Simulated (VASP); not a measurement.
# Be3ZnTe4 (R3m) in VASP: notebook

One crystal, Be3ZnTe4, is run at these levels: PBE; tasks: relaxation of cell and atoms.

Program: VASP 6.6.1. These are calculated values, not measurements. Logs are shortened: lines on timing, memory, paths and dates and some standing lists are left out, and cuts for length are marked.

**1. The structure**

It takes space group R3m (No. 160, trigonal). Conventional cell: a = 4.115 Å, b = 4.115 Å, c = 40.137 Å, α = 90.00°, β = 90.00°, γ = 120.00°. Be (site symmetry 3m) is surrounded by 4 Te at 2.46 to 2.49 Å. Be (site symmetry 3m) is surrounded by 4 Te at 2.46 to 2.50 Å. Be (site symmetry 3m) is surrounded by 4 Te at 2.44 to 2.50 Å. Zn (site symmetry 3m) has 4 Te at 2.60 to 2.65 Å as nearest neighbours. Te (site symmetry 3m) is surrounded by 3 Be at 2.49 Å and 1 Zn at 2.65 Å. Te (site symmetry 3m) has 4 Be at 2.46 to 2.50 Å as nearest neighbours. Te (site symmetry 3m) is surrounded by 4 Be at 2.46 to 2.50 Å. Around Te (site symmetry 3m) lie 1 Be at 2.44 Å and 3 Zn at 2.60 Å.

The cell was built by a generator and needn't be a form met in nature.

**2. Relaxation of cell and atoms, PBE**

Input file INCAR:

```
SYSTEM = Be3ZnTe4
  PREC = Accurate
  ENCUT = 520
  EDIFF = 1E-6
  ISMEAR = 0
  SIGMA = 0.03
  LREAL = .FALSE.
  LASPH = .TRUE.
  NELM = 120
  ALGO = Normal
  ISIF = 3
  LWAVE = .FALSE.
  LCHARG = .FALSE.
  GGA = PE
  IBRION = 2
  NSW = 90
  EDIFFG = -0.01
  KPAR = 8
```

Input file KPOINTS:

```
regular mesh
0
G
  8 8 8
  0 0 0
```

Input file POSCAR:

```
Be3ZnTe4
1.0
    2.0572536500      1.1877559500     13.3790000000
   -2.0572536500      1.1877559500     13.3790000000
    0.0000000000     -2.3755118900     13.3790000000
Be Zn Te
3 1 4
Direct
    0.7523731200      0.7523731200      0.7523731200
    0.5000872000      0.5000872000      0.5000872000
    0.2470538400      0.2470538400      0.2470538400
    0.0007723500      0.0007723500      0.0007723500
    0.0668709700      0.0668709700      0.0668709700
    0.8136382900      0.8136382900      0.8136382900
    0.5613025400      0.5613025400      0.5613025400
    0.3078954600      0.3078954600      0.3078954600
```

Potentials or basis: VASP PAW PBE potentials, release 64 (Be, Zn, Te).

Run with:

```
$ cat potpaw_PBE.64/Be/POTCAR potpaw_PBE.64/Zn/POTCAR potpaw_PBE.64/Te/POTCAR > POTCAR
$ mpirun -np 8 vasp_std > vasp.out
```

OUTCAR:

```text
SYSTEM = Be3ZnTe4
   PREC = Accurate
   ENCUT = 520
   EDIFF = 1E-6
   ISMEAR = 0
   LREAL = .FALSE.
   LASPH = .TRUE.
   NELM = 120
   ISIF = 3
   GGA = PE
   IBRION = 2
   NSW = 90
   EDIFFG = -0.01

 ion  position               nearest neighbor table
   1  0.752  0.752  0.752-   6 2.46   5 2.49   5 2.49   5 2.49
   2  0.500  0.500  0.500-   7 2.46   6 2.50   6 2.50   6 2.50
   3  0.247  0.247  0.247-   8 2.44   7 2.50   7 2.50   7 2.50
   4  0.001  0.001  0.001-   8 2.60   8 2.60   8 2.60   5 2.65
   5  0.067  0.067  0.067-   1 2.49   1 2.49   1 2.49   4 2.65
   6  0.814  0.814  0.814-   1 2.46   2 2.50   2 2.50   2 2.50
   7  0.561  0.561  0.561-   2 2.46   3 2.50   3 2.50   3 2.50
   8  0.308  0.308  0.308-   3 2.44   4 2.60   4 2.60   4 2.60

  LATTYP: Found a trigonal (rhomboedric) cell.
 ALAT       =    13.5882558769
 COS(alpha) =     0.9541564496

  Lattice vectors:

 A1 = (   2.0572536500,   1.1877559500,  13.3790000000)
 A2 = (  -2.0572536500,   1.1877559500,  13.3790000000)
 A3 = (   0.0000000000,  -2.3755118900,  13.3790000000)

Analysis of symmetry for initial positions (statically):
=====================================================================
 Subroutine PRICEL returns:
 Original cell was already a primitive cell.

 Routine SETGRP: Setting up the symmetry group for a
 trigonal (rhombohedral) supercell.

 Subroutine GETGRP returns: Found  6 space group operations
 (whereof  6 operations were pure point group operations)
 out of a pool of 12 trial point group operations.

The static configuration has the point symmetry C_3v.

Analysis of symmetry for dynamics (positions and initial velocities):
=====================================================================
 Subroutine PRICEL returns:
 Original cell was already a primitive cell.

 Routine SETGRP: Setting up the symmetry group for a
 trigonal (rhombohedral) supercell.

 Subroutine GETGRP returns: Found  6 space group operations
 (whereof  6 operations were pure point group operations)
 out of a pool of 12 trial point group operations.

The dynamic configuration has the point symmetry C_3v.

 Subroutine INISYM returns: Found  6 space group operations
 (whereof  6 operations are pure point group operations),
 and found     1 'primitive' translations

----------------------------------------------------------------------------------------

                                     Primitive cell

  volume of cell :     196.1507

  direct lattice vectors                    reciprocal lattice vectors
     2.057253650  1.187755950 13.379000000     0.243042466  0.140320633  0.024914667
    -2.057253650  1.187755950 13.379000000    -0.243042466  0.140320633  0.024914667
     0.000000000 -2.375511890 13.379000000     0.000000000 -0.280641267  0.024914667

  length of vectors
    13.588255877 13.588255877 13.588255876     0.281745028  0.281745028  0.281745029

  position of ions in fractional coordinates (direct lattice)
     0.752373120  0.752373120  0.752373120
     0.500087200  0.500087200  0.500087200
     0.247053840  0.247053840  0.247053840
     0.000772350  0.000772350  0.000772350
     0.066870970  0.066870970  0.066870970
     0.813638290  0.813638290  0.813638290
     0.561302540  0.561302540  0.561302540
     0.307895460  0.307895460  0.307895460

  ion indices of the primitive-cell ions
   primitive index   ion index
                 1           1
                 2           2
                 3           3
                 4           4
                 5           5
                 6           6
                 7           7
                 8           8

----------------------------------------------------------------------------------------

 KPOINTS: regular mesh

Automatic generation of k-mesh.
 Grid dimensions read from file:
 generate k-points for:    8    8    8

 Generating k-lattice:

  Cartesian coordinates                     Fractional coordinates (reciprocal lattice)
     0.030380308  0.017540079  0.003114333     0.125000000  0.000000000 -0.000000000
    -0.030380308  0.017540079  0.003114333     0.000000000  0.125000000 -0.000000000
     0.000000000 -0.035080158  0.003114333    -0.000000000 -0.000000000  0.125000000

  Length of vectors
     0.035218129  0.035218129  0.035218129

  Shift w.r.t. Gamma in fractional coordinates (k-lattice)
     0.000000000  0.000000000  0.000000000

 Subroutine IBZKPT returns following result:
 ===========================================

 Found     65 irreducible k-points:

 Following reciprocal coordinates:
            Coordinates               Weight
  0.000000  0.000000  0.000000      1.000000
  0.125000  0.000000  0.000000      6.000000
  0.250000  0.000000  0.000000      6.000000
  0.375000  0.000000 -0.000000      6.000000
  0.500000  0.000000  0.000000      3.000000
  0.125000  0.125000  0.000000      6.000000
[... 16 lines left out ...]
  0.250000  0.125000  0.125000      6.000000
  0.375000  0.125000  0.125000      6.000000
 [... further k-points ...]
   k-points           NKPTS =     65   k-points in BZ     NKDIM =     65   number of bands    NBANDS=     26
   number of dos      NEDOS =    301   number of ions     NIONS =      8
   total plane-waves  NPLWV = ******
   dimension x,y,z NGX =   108 NGY =  108 NGZ =  108
   dimension x,y,z NGXF=   216 NGYF=  216 NGZF=  216
   ions per type =               3   1   4
   NGX,Y,Z   is equivalent  to a cutoff of  13.21, 13.21, 13.21 a.u.
   NGXF,Y,Z  is equivalent  to a cutoff of  26.43, 26.43, 26.43 a.u.
 SYSTEM =  Be3ZnTe4
   PREC   = accura    normal or accurate (medium, high low for compatibility)
   ISTART =      0    job   : 0-new  1-cont  2-samecut
   ICHARG =      2    charge: 1-file 2-atom 10-const
   ISPIN  =      1    spin polarized calculation?
   LNONCOLLINEAR =      F non collinear calculations
   LSORBIT =      F    spin-orbit coupling
   LASPH  =      T    aspherical Exc in radial PAW
   ENCUT  =  520.0 eV  38.22 Ry    6.18 a.u.  25.27 25.27 25.27*2*pi/ulx,y,z
   NELM   =    120;   NELMIN=  2; NELMDL= -5     # of ELM steps
   EDIFF  = 0.1E-05   stopping-criterion for ELM
   LREAL  =      F    real-space projection
   EDIFFG = -.1E-01   stopping-criterion for IOM
   NSW    =     90    number of steps for IOM
   IBRION =      2    ionic relax: 0-MD 1-quasi-New 2-CG
   NFREE  =      1    steps in history (QN), initial steepest desc. (CG)
   ISIF   =      3    stress and relaxation
   ISYM   =      2    0-nonsym 1-usesym 2-fastsym
   POTIM  = 0.5000    time-step for ionic-motion
   TEBEG  =    0.0;   TEEND  =   0.0 temperature during run
   PSTRESS=    0.0 pullay stress
   NELECT =      42.0000    total number of electrons
   NUPDOWN=      -1.0000    fix difference up-down
   EMIN   =  10.00;   EMAX   =-10.00  energy-range for DOS
   EFERMI =   0.00;   METHOD = LEGACY
   ISMEAR =     0;   SIGMA  =   0.03  broadening in eV -4-tet -1-fermi 0-gaus
   EFERMI_NEDOS =   21; number of points for ismear=-14 and -15
   IALGO  =     38    algorithm
   IMIX   =      4    mixing-type and parameters
     AMIX     =   0.40;   BMIX     =  1.00
     AMIX_MAG =   1.60;   BMIX_MAG =  1.00
  volume/ion in A,a.u.               =      24.52       165.46
  Fermi-wavevector in a.u.,A,eV,Ry     =   0.979403  1.850803 13.051110  0.959230
  Thomas-Fermi vector in A             =   2.110253
   LORBIT       =      0    0 simple, 1 ext, 2 COOP (PROOUT), +10 PAW based schemes
   GGA     = PE    functional components
   LHFCALC =     F    Hartree Fock is set to
   AEXX    =    0.0000 exact exchange contribution
   IVDW    =     0    specifies the selected vdW correction
   LEPSILON=     F    determine dielectric tensor
   LRPA    =     F    only Hartree local field effects (RPA)
 conjugate gradient relaxation of ions
 non-spin polarized calculation
 Gauss-broadening in eV      SIGMA  =   0.03
  energy-cutoff  :      520.00
  volume of cell :      196.15
 maximum number of plane-waves:      5351
 NGX is ok and might be reduce to   108
   NGX = 51   NGY = 51   NGZ = 51

--------------------------------------- Ionic step        1  -------------------------------------------

 number of electron      41.9999995 magnetization

 Free energy of the ion-electron system (eV)
  ---------------------------------------------------
  ext. energy  EPLUGINS =         0.00000000
  ---------------------------------------------------
  free energy    TOTEN  =       -27.84945983 eV

  energy without entropy =      -27.84945983  energy(sigma->0) =      -27.84945983

------------------------ aborting loop because EDIFF is reached ----------------------------------------

  FORCE on cell =-STRESS in cart. coord.  units (eV):
  Direction    XX          YY          ZZ          XY          YZ          ZX
  --------------------------------------------------------------------------------------
  -------------------------------------------------------------------------------------
  Total       -0.5179464     -0.5179464      0.2286186      0.0000000      0.0000000      0.0000000
  in kB       -4.2306340     -4.2306340      1.8673780      0.0000000      0.0000000      0.0000000
  external PRESSURE =      -2.1979633 kB  Pullay stress =       0.0000000 kB
[... 107 lines left out ...]
  FREE ENERGIE OF THE ION-ELECTRON SYSTEM (eV)
  ---------------------------------------------------
  free  energy   TOTEN  =       -27.8526713294 eV

  energy  without entropy=      -27.8526713294  energy(sigma->0) =      -27.85267133

[... ionic steps 4 to 10 ...]

--------------------------------------- Ionic step       11  -------------------------------------------

 number of electron      41.9999994 magnetization

------------------------ aborting loop because EDIFF is reached ----------------------------------------

  FORCE on cell =-STRESS in cart. coord.  units (eV):
  Direction    XX          YY          ZZ          XY          YZ          ZX
  --------------------------------------------------------------------------------------
  -------------------------------------------------------------------------------------
  Total       -0.0353873     -0.0353873      0.0458636      0.0000000      0.0000000      0.0000000
  in kB       -0.2902622     -0.2902622      0.3761936      0.0000000      0.0000000      0.0000000
  external PRESSURE =      -0.0681103 kB  Pullay stress =       0.0000000 kB
[... 69 lines left out ...]
  energy  without entropy=      -27.8536900979  energy(sigma->0) =      -27.85369010

--------------------------------------- Ionic step       13  -------------------------------------------

 number of electron      41.9999994 magnetization

 Free energy of the ion-electron system (eV)
  ---------------------------------------------------
  ext. energy  EPLUGINS =         0.00000000
  ---------------------------------------------------
  free energy    TOTEN  =       -27.85371642 eV

  energy without entropy =      -27.85371642  energy(sigma->0) =      -27.85371642

 E-fermi :   4.6891     XC(G=0):  -8.9386

 val. band max:        4.5554699608   @ k =   0.0000   0.0000   0.0000
 cond. band min:       6.3205752108   @ k =   0.5000   0.5000   0.0000
 fundamental gap:      1.7651052500
 Fermi energy:         4.6891397447

 k-point     1 :       0.0000    0.0000    0.0000
  band No.  band energies     occupation
      1      -7.7094      2.00000
      2      -7.2689      2.00000
      3      -7.1500      2.00000
      4      -6.5235      2.00000
      5      -2.4849      2.00000
      6      -2.4849      2.00000
[... 685 lines left out ...]
     25       7.9841      0.00000
     26       8.2548      0.00000

 [... further k-points ...]
[... 5 lines left out ...]
  --------------------------------------------------------------------------------------
  -------------------------------------------------------------------------------------
  Total       -0.0113572     -0.0113572      0.0169011      0.0000000      0.0000000      0.0000000
  in kB       -0.0931730     -0.0931730      0.1386549      0.0000000      0.0000000      0.0000000
  external PRESSURE =      -0.0158970 kB  Pullay stress =       0.0000000 kB
[... 23 lines left out ...]
  FREE ENERGIE OF THE ION-ELECTRON SYSTEM (eV)
  ---------------------------------------------------
  free  energy   TOTEN  =       -27.8537164237 eV

  energy  without entropy=      -27.8537164237  energy(sigma->0) =      -27.85371642

 reached required accuracy - stopping structural energy minimisation
```

Run time: 51 min. Hardware: 8 MPI ranks of Intel Xeon 6975P-C (Granite Rapids), shared host; peak memory 2.3 GiB.

What came out:

```
Free energy                            : -27.8537 eV
Relaxed volume                         : 24.41 Å³/atom
Relaxed cell                           : a = 13.640 Å, b = 13.640 Å, c = 13.640 Å, α = 17.28°, β = 17.28°, γ = 17.28°
Space group after relaxing (to 0.05 Å) : R3m (No. 160)
Energy gained by relaxing              : 0.5 meV/atom
Ionic steps                            : 13
Pressure after relaxing                : 0.0 GPa
Largest force after relaxing           : 0.009 eV/Å
Band gap on the k mesh                 : 1.77 eV, indirect (least direct gap 2.35 eV)
```

Forces in eV/Å, atoms in the order of the input:
```
Be   0.000  0.000  0.003
Be   0.000  0.000 -0.005
Be   0.000  0.000 -0.009
Zn   0.000  0.000  0.001
Te   0.000  0.000  0.005
Te   0.000  0.000  0.007
Te   0.000  0.000 -0.003
Te   0.000  0.000  0.000
```

Step by step:
| step | energy change (eV) | largest force (eV/Å) | pressure (GPa) | volume (Å³) |
| --- | --- | --- | --- | --- |
| 1 | 0.0000 | 0.0814 | -0.22 | 196.15 |
| 2 | -0.0030 | 0.0660 | 0.03 | 195.20 |
| 3 | -0.0032 | 0.0639 | 0.10 | 194.88 |
| 4 | -0.0032 | 0.0635 | 0.15 | 194.81 |
| 5 | -0.0040 | 0.0361 | 0.04 | 195.16 |
| 6 | -0.0041 | 0.0231 | -0.03 | 195.43 |
| 7 | -0.0042 | 0.0217 | 0.00 | 195.35 |
| 8 | -0.0042 | 0.0139 | -0.01 | 195.33 |
| 9 | -0.0042 | 0.0140 | -0.01 | 195.33 |
| 10 | -0.0042 | 0.0141 | -0.01 | 195.33 |
| 11 | -0.0042 | 0.0140 | -0.01 | 195.33 |
| 12 | -0.0042 | 0.0140 | -0.01 | 195.33 |
| 13 | -0.0043 | 0.0089 | 0.00 | 195.29 |

Final structure:
```
Be Zn Te
1.0
     2.04864    1.18278   13.43287
    -2.04864    1.18278   13.43287
     0.00000   -2.36556   13.43287
Be Zn Te
3 1 4
Cartesian
  0.0000 0.0000 30.3338
  0.0000 0.0000 20.1514
  0.0000 0.0000 9.9612
  0.0000 0.0000 0.0350
  0.0000 0.0000 2.6857
  0.0000 0.0000 32.7914
  0.0000 0.0000 22.6069
  0.0000 0.0000 12.4047
```

Levels at points of the mesh, in eV from the valence-band top:
| k point | band 19 | band 20 | band 21 | band 22 | band 23 | band 24 |
| --- | --- | --- | --- | --- | --- | --- |
| (0.00, 0.00, 0.00) | -0.32 | 0.00 | 0.00 | 2.35 | 2.52 | 2.68 |
| (0.50, 0.00, 0.00) | -2.02 | -1.69 | -1.21 | 2.00 | 2.32 | 2.63 |
| (0.50, 0.50, 0.00) | -1.91 | -1.32 | -1.10 | 1.77 | 2.13 | 2.48 |
| (0.50, 0.50, 0.50) | -0.64 | -0.05 | -0.05 | 2.43 | 2.53 | 2.90 |

Caveat: spin-orbit coupling is left out, which moves the levels of the heavy elements.

(Part 1 of 2 ends here.)
